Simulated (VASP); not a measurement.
Output of a VASP run:

**OSZICAR**
```
       N       E                     dE             d eps       ncg     rms          rms(c)
DAV:   1     0.940986791913E+02    0.94099E+02   -0.90336E+03   156   0.115E+03
DAV:   2    -0.245487559184E+02   -0.11865E+03   -0.11319E+03   186   0.300E+02
DAV:   3    -0.290361142300E+02   -0.44874E+01   -0.44609E+01   230   0.512E+01
DAV:   4    -0.291282641479E+02   -0.92150E-01   -0.92070E-01   199   0.750E+00
DAV:   5    -0.291349030846E+02   -0.66389E-02   -0.66387E-02   251   0.129E+00    0.209E+01
DAV:   6    -0.264610804041E+02    0.26738E+01   -0.76907E+00   176   0.190E+01    0.818E+00
DAV:   7    -0.263921249545E+02    0.68955E-01   -0.93632E-01   229   0.622E+00    0.268E+00
DAV:   8    -0.263892447469E+02    0.28802E-02   -0.10104E-01   179   0.289E+00    0.856E-01
DAV:   9    -0.263849835659E+02    0.42612E-02   -0.19901E-02   171   0.116E+00    0.100E-01
DAV:  10    -0.263849978574E+02   -0.14292E-04   -0.85678E-04   192   0.255E-01    0.357E-02
DAV:  11    -0.263850071408E+02   -0.92834E-05   -0.28711E-05   209   0.537E-02    0.102E-02
DAV:  12    -0.263850066859E+02    0.45488E-06   -0.14885E-06   145   0.122E-02
   1 F= -.26385007E+02 E0= -.26374148E+02  d E =-.217175E-01
```

**OUTCAR**
```
------------------------ aborting loop because EDIFF is reached ----------------------------------------
  FORCE on cell =-STRESS in cart. coord.  units (eV):
  Direction    XX          YY          ZZ          XY          YZ          ZX
  --------------------------------------------------------------------------------------
  Total       -2.2886053     -2.2886060     -3.1564913      0.0000000      0.0000000      0.0000000
  in kB     -114.6871730   -114.6872095   -158.1788976      0.0000000      0.0000000      0.0000000
  external PRESSURE =    -129.1844267 kB  Pullay stress =       0.0000000 kB
  volume of cell :       31.97
      direct lattice vectors                 reciprocal lattice vectors
     1.606239000 -2.782088000  0.000000000     0.311286178 -0.179721130  0.000000000
     1.606239000  2.782088000  0.000000000     0.311286178  0.179721130  0.000000000
     0.000000000  0.000000000  3.577302000     0.000000000  0.000000000  0.279540279
 POSITION                                       TOTAL-FORCE (eV/Angst)
 -----------------------------------------------------------------------------------
      0.00000      0.00000      0.00000        -0.000000      0.000000     -0.000000
      1.60624      0.92736      1.78865         0.000000      0.000000     -0.000000
      1.60624     -0.92736      1.78865        -0.000000     -0.000000      0.000000
 -----------------------------------------------------------------------------------
    total drift:                                0.000000      0.000000      0.000000
  FREE ENERGIE OF THE ION-ELECTRON SYSTEM (eV)
  ---------------------------------------------------
  free  energy   TOTEN  =       -26.3850066859 eV

  energy  without entropy=      -26.3632891655  energy(sigma->0) =      -26.37414793
```
(Selected blocks of OUTCAR.)

POSCAR:
```
ZrB2
1
    1.6062390000    -2.7820880000     0.0000000000
    1.6062390000     2.7820880000     0.0000000000
    0.0000000000     0.0000000000     3.5773020000
Zr B
1 2
Direct
  0.0000000000   0.0000000000   0.0000000000
  0.3333330000   0.6666670000   0.5000000000
  0.6666670000   0.3333330000   0.5000000000
```

**Question.** Reconstruct the remaining input files.

**Answer.** One answer among several that fit: the input of the run itself, PBEsol GGA, plane waves, VASP's PBE PAW potentials (set 64).

INCAR:
```
# general
SYSTEM =ZrB2
PREC   =Accurate
ENCUT  =400
LREAL  =.FALSE.
LASPH  =.TRUE.

# electronic loop
EDIFF  =1E-6
NELM   =100
ALGO   =Normal
LMAXMIX=4

# smearing
ISMEAR =0
SIGMA  =0.272

# functional
GGA    =PS

# ions
ISIF   =2

# output
LWAVE  =.FALSE.
LCHARG =.FALSE.
```

**KPOINTS**
```
Regular mesh
0
gamma
  3 3 2
```

POTCAR, in this order: Zr_sv B (PBE.64 set). Program: vasp_std.

At this cut-off the stress carries a Pulay error, which pulls relaxed volumes low.

The structure is a typed ZrB2 crystal. The cell was not relaxed at this level. The k-mesh is coarse (spacing up to 0.88 per Å, 2π included), so the numbers may not be converged in it. The run is one of a series of settings (KPOINTS 3×3×2 Γ-centred mesh against the base run), some of them coarse on purpose.
